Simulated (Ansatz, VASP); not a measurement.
# AsN (wurtzite type (invented)): VASP beside Ansatz, part 2 of 3

One calculation is typed for both programs; each brings its own data sets. How far apart do they land? The cell is generated by rule, not measured, and may not be a known phase. The cell is taken from a series of runs on this material, whose earlier steps may have relaxed, scaled, displaced or heated it; both programs get it as it stands.

VASP 6.6.1 and Ansatz 0.2.0.

So far: Set-up; VASP: zone-centre phonons, PBEsol.

## 2. VASP: zone-centre phonons, PBEsol (continued)

Level of this step: PBEsol; plane waves and PAW (As, N); invented cell (VASP).

From OUTCAR (step 2):

```text
ion  position               nearest neighbor table
   1  0.333  0.667  0.988-   3 1.88   4 2.25   4 2.25   4 2.25
   2  0.667  0.333  0.488-   4 1.88   3 2.25   3 2.25   3 2.25
   3  0.333  0.667  0.387-   1 1.88   2 2.25   2 2.25   2 2.25
   4  0.667  0.333  0.887-   2 1.88   1 2.25   1 2.25   1 2.25

  LATTYP: Found a hexagonal cell.
 ALAT       =     3.8166050102
 C/A-ratio  =     1.2332997218

 Subroutine GETGRP returns: Found 12 space group operations
 (whereof  6 operations were pure point group operations)

The static configuration has the point symmetry C_3v.
 The point group associated with its full space group is C_6v.

 Found     95 irreducible k-points:

   k-points           NKPTS =     95   k-points in BZ     NKDIM =     95   number of bands    NBANDS=     16

   dimension x,y,z NGX =    30 NGY =   30 NGZ =   40
   dimension x,y,z NGXF=    60 NGYF=   60 NGZF=   80

   ENCUT  =  600.0 eV  44.10 Ry    6.64 a.u.   7.62  7.62  9.40*2*pi/ulx,y,z

   NELECT =      20.0000    total number of electrons

 k-points in reciprocal lattice and weights: Automatic mesh
   0.00000000  0.00000000  0.00000000       0.001
   0.08333333  0.00000000  0.00000000       0.005
   0.16666667  0.00000000  0.00000000       0.005
   0.25000000  0.00000000  0.00000000       0.005
   0.33333333  0.00000000  0.00000000       0.005
   0.41666667  0.00000000  0.00000000       0.005
   0.50000000  0.00000000  0.00000000       0.003
   0.08333333  0.08333333  0.00000000       0.005
   0.16666667  0.08333333  0.00000000       0.010
[...]
-1.908302505  3.305276895  0.000000000     0.000000000  0.302546513  0.000000000
     0.000000000  0.000000000  4.707017897     0.000000000  0.000000000  0.212448735

 POSITION                                       TOTAL-FORCE (eV/Angst)
 -----------------------------------------------------------------------------------
     -0.00000      2.20352      4.64885        -0.000000      0.000000     -0.123566
      1.90830      1.10176      2.29534        -0.000000      0.000000     -0.123566
     -0.00000      2.20352      1.82330        -0.000000      0.000000      0.123566
      1.90830      1.10176      4.17681         0.000000      0.000000      0.123566
 -----------------------------------------------------------------------------------
    total drift:                               -0.000000      0.000000     -0.000321

 MACROSCOPIC STATIC DIELECTRIC TENSOR (including local field effects in DFT)
 ------------------------------------------------------
          14.836636    -0.000000     0.000000
           0.000000    14.836636     0.000000
           0.000000     0.000000    14.623061
 ------------------------------------------------------

 PIEZOELECTRIC TENSOR (including local field effects)  for field in x, y, z        (C/m^2)
          XX          YY          ZZ          XY          YZ          ZX
  --------------------------------------------------------------------------------
  x    -0.00000     0.00000     0.00000    -0.00000     0.00000     1.07886
  y    -0.00000     0.00000     0.00000     0.00000     1.07886     0.00000
  z     1.03578     1.03578    -2.80226     0.00000     0.00000     0.00000

 BORN EFFECTIVE CHARGES (including local field effects) (in |e|, cummulative output)
 ---------------------------------------------------------------------------------
 ion    1
    1     2.53664     0.00000     0.00000
    2     0.00000     2.53664     0.00000
    3     0.00000     0.00000     4.41297
 ion    2
    1     2.53664     0.00000     0.00000
    2     0.00000     2.53664    -0.00000
    3     0.00000    -0.00000     4.41297
 ion    3
    1    -2.53664     0.00000     0.00000
    2     0.00000    -2.53664     0.00000
    3     0.00000    -0.00000    -4.41297
 ion    4
    1    -2.53664     0.00000     0.00000
    2     0.00000    -2.53664    -0.00000
    3     0.00000     0.00000    -4.41297

 Eigenvectors and eigenvalues of the dynamical matrix
 ----------------------------------------------------

   1 f  =   18.466647 THz   116.029366 2PiTHz  615.981045 cm-1    76.371882 meV
             X         Y         Z           dx          dy          dz
     -0.000000  2.203518  4.648848     0.000000   -0.000000    0.228934
      1.908303  1.101759  2.295339     0.000000   -0.000000   -0.228934
     -0.000000  2.203518  1.823302    -0.000000    0.000000   -0.669021
      1.908303  1.101759  4.176811    -0.000000    0.000000    0.669021

   2 f  =   14.204842 THz    89.251657 2PiTHz  473.822539 cm-1    58.746481 meV
             X         Y         Z           dx          dy          dz
     -0.000000  2.203518  4.648848     0.000000   -0.000000    0.280853
      1.908303  1.101759  2.295339     0.000000   -0.000000    0.280853
     -0.000000  2.203518  1.823302    -0.000000    0.000000   -0.648939
      1.908303  1.101759  4.176811    -0.000000    0.000000   -0.648939

   3 f  =    7.816977 THz    49.115514 2PiTHz  260.746282 cm-1    32.328404 meV
             X         Y         Z           dx          dy          dz
     -0.000000  2.203518  4.648848    -0.000002   -0.280309    0.000000
      1.908303  1.101759  2.295339    -0.000002   -0.280309   -0.000000
     -0.000000  2.203518  1.823302     0.000005    0.649174    0.000000
      1.908303  1.101759  4.176811     0.000005    0.649174   -0.000000

   4 f  =    7.816977 THz    49.115514 2PiTHz  260.746282 cm-1    32.328404 meV
             X         Y         Z           dx          dy          dz
     -0.000000  2.203518  4.648848    -0.280309    0.000002    0.000000
      1.908303  1.101759  2.295339    -0.280309    0.000002   -0.000000
     -0.000000  2.203518  1.823302     0.649174   -0.000005    0.000000
      1.908303  1.101759  4.176811     0.649174   -0.000005   -0.000000

   5 f  =    7.278769 THz    45.733857 2PiTHz  242.793614 cm-1    30.102558 meV
             X         Y         Z           dx          dy          dz
     -0.000000  2.203518  4.648848    -0.000000   -0.000000   -0.669021
      1.908303  1.101759  2.295339    -0.000000   -0.000000    0.669021
     -0.000000  2.203518  1.823302     0.000000    0.000000   -0.228934
      1.908303  1.101759  4.176811     0.000000    0.000000    0.228934

   6 f  =    4.576850 THz    28.757199 2PiTHz  152.667296 cm-1    18.928324 meV
             X         Y         Z           dx          dy          dz
     -0.000000  2.203518  4.648848    -0.000009    0.651751   -0.000000
      1.908303  1.101759  2.295339     0.000009   -0.651751    0.000000
     -0.000000  2.203518  1.823302     0.000004   -0.274264   -0.000000
      1.908303  1.101759  4.176811    -0.000004    0.274264    0.000000

   7 f  =    4.576850 THz    28.757199 2PiTHz  152.667296 cm-1    18.928324 meV
             X         Y         Z           dx          dy          dz
     -0.000000  2.203518  4.648848    -0.651751   -0.000009    0.000000
      1.908303  1.101759  2.295339     0.651751    0.000009    0.000000
     -0.000000  2.203518  1.823302     0.274264    0.000004    0.000000
      1.908303  1.101759  4.176811    -0.274264   -0.000004    0.000000

   8 f/i=    0.003273 THz     0.020562 2PiTHz    0.109161 cm-1     0.013534 meV
             X         Y         Z           dx          dy          dz
     -0.000000  2.203518  4.648848    -0.616479   -0.203421    0.000000
      1.908303  1.101759  2.295339    -0.616479   -0.203421    0.000000
     -0.000000  2.203518  1.823302    -0.266191   -0.087836    0.000000
      1.908303  1.101759  4.176811    -0.266191   -0.087836    0.000000

   9 f/i=    0.003273 THz     0.020562 2PiTHz    0.109161 cm-1     0.013534 meV
             X         Y         Z           dx          dy          dz
     -0.000000  2.203518  4.648848    -0.203421    0.616479    0.000000
      1.908303  1.101759  2.295339    -0.203421    0.616479    0.000000
     -0.000000  2.203518  1.823302    -0.087836    0.266191    0.000000
      1.908303  1.101759  4.176811    -0.087836    0.266191    0.000000

  10 f/i=    0.005961 THz     0.037455 2PiTHz    0.198842 cm-1     0.024653 meV
             X         Y         Z           dx          dy          dz
     -0.000000  2.203518  4.648848     0.000000    0.000000    0.648939
      1.908303  1.101759  2.295339     0.000000    0.000000    0.648939
     -0.000000  2.203518  1.823302     0.000000    0.000000    0.280853
      1.908303  1.101759  4.176811     0.000000    0.000000    0.280853

  11 f/i=    6.867703 THz    43.151054 2PiTHz  229.081930 cm-1    28.402527 meV
             X         Y         Z           dx          dy          dz
     -0.000000  2.203518  4.648848     0.274264   -0.000006    0.000000
      1.908303  1.101759  2.295339    -0.274264    0.000006   -0.000000
     -0.000000  2.203518  1.823302     0.651751   -0.000015   -0.000000
      1.908303  1.101759  4.176811    -0.651751    0.000015   -0.000000

  12 f/i=    6.867703 THz    43.151054 2PiTHz  229.081930 cm-1    28.402527 meV
             X         Y         Z           dx          dy          dz
     -0.000000  2.203518  4.648848     0.000006    0.274264    0.000000
      1.908303  1.101759  2.295339    -0.000006   -0.274264   -0.000000
     -0.000000  2.203518  1.823302     0.000015    0.651751   -0.000000
      1.908303  1.101759  4.176811    -0.000015   -0.651751   -0.000000

 MACROSCOPIC STATIC DIELECTRIC TENSOR IONIC CONTRIBUTION
 ------------------------------------------------------
          13.307426    -0.000000    -0.000000
          -0.000000    13.307426     0.000000
          -0.000000     0.000000    12.177500
 ------------------------------------------------------

 ELASTIC MODULI CONTR FROM IONIC RELAXATION (kBar)
 Direction    XX          YY          ZZ          XY          YZ          ZX
 --------------------------------------------------------------------------------
 XX        -126.1084   -115.9941   -359.1915     -0.0000      0.0000     -0.0000
 YY        -115.9941   -126.1084   -359.1915     -0.0000     -0.0000      0.0000
 ZZ        -359.1915   -359.1915  -1065.8175     -0.0000     -0.0000      0.0000
 XY          -0.0000     -0.0000     -0.0000     -5.0572     -0.0000     -0.0000
 YZ           0.0000     -0.0000     -0.0000     -0.0000   -273.6385      0.0000
 ZX          -0.0000      0.0000      0.0000     -0.0000      0.0000   -283.6677
 --------------------------------------------------------------------------------

 PIEZOELECTRIC TENSOR IONIC CONTR  for field in x, y, z        (C/m^2)
          XX          YY          ZZ          XY          YZ          ZX
  --------------------------------------------------------------------------------
  x     0.00000    -0.00000    -0.00000     0.00000    -0.00000     1.82820
  y    -0.00000     0.00000     0.00000     0.00000     1.79559    -0.00000
  z     1.14245     1.14245     3.38995     0.00000     0.00000    -0.00000
```

The gap is read on the k-mesh alone, so it is an upper bound where the band edges lie off the mesh. Energies printed during the response cycles are not total energies of the cell. The dielectric response converges more slowly with the mesh than energies do, so tensor and charges may still move on a finer one. With imaginary modes the cell is no minimum, so the ionic parts of its dielectric, piezoelectric and elastic tensors have no meaning. The PAW data sets were made with PBE, which is usual practice but a small mismatch for other functionals.

(Continued in part 3 of 3.)

[Lines on the potential files, build, host, timing and source positions are cut from VASP's logs without a mark.]

[Logs are printed without paths, hosts, clocks, repeated set-up lines and the standing remarks that a program may print on its own settings, such as how far it seeks lower states.]

[Hosts, paths, dates, database ids (printed as entryN), source tags and the programs' standing remarks are cut or masked in the printed files.]
